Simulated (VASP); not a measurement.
Given:

```
CELL_PARAMETERS angstrom
     -2.51317     2.51317     2.51317
      2.51317    -2.51317     2.51317
      2.51317     2.51317    -2.51317
ATOMIC_POSITIONS crystal
  Ba 0.00000 0.00000 0.00000
```

Level of theory: PBE GGA, VASP's PBE PAW potentials (set 64) (plane waves; VASP). Numerical set-up: 500 eV cut-off, 10×10×10 Γ-centred mesh, first-order Methfessel-Paxton smearing of 0.10 eV, potentials Ba_sv.

Energy and stress use the plane-wave basis of the starting cell.

Task: The ions, cell shape and volume at an external pressure of 5.0 GPa are relaxed. What does this cell relax into?

Result: 
```
CELL_PARAMETERS angstrom
     -2.24408     2.24408     2.24408
      2.24408    -2.24408     2.24408
      2.24408     2.24408    -2.24408
ATOMIC_POSITIONS crystal
  Ba 0.00000 0.00000 0.00000
```
Space group Im-3m (229), at a tolerance of 0.03 Å.

Task: How do energy and volume change from the first to the last step?

Result: The energy (σ→0) changes by +234.5 meV/atom and the volume by -28.8 %, in 4 ionic steps.

| step | E(σ→0) (eV) | max force (eV/Å) | pressure (GPa) | volume (Å³) |
|---|---|---|---|---|
| 1 | -1.9063 | 0.000 | 0.03 | 63.49 |
| 2 | -1.7255 | 0.000 | 4.26 | 47.06 |
| 3 | -1.6849 | 0.000 | 4.82 | 45.63 |
| 4 | -1.6717 | 0.000 | 4.97 | 45.20 |

The compound is Ba in the bcc structure. This run relaxes it under an external pressure of 5 GPa. Symmetry was kept, so distortions that lower it aren't found.
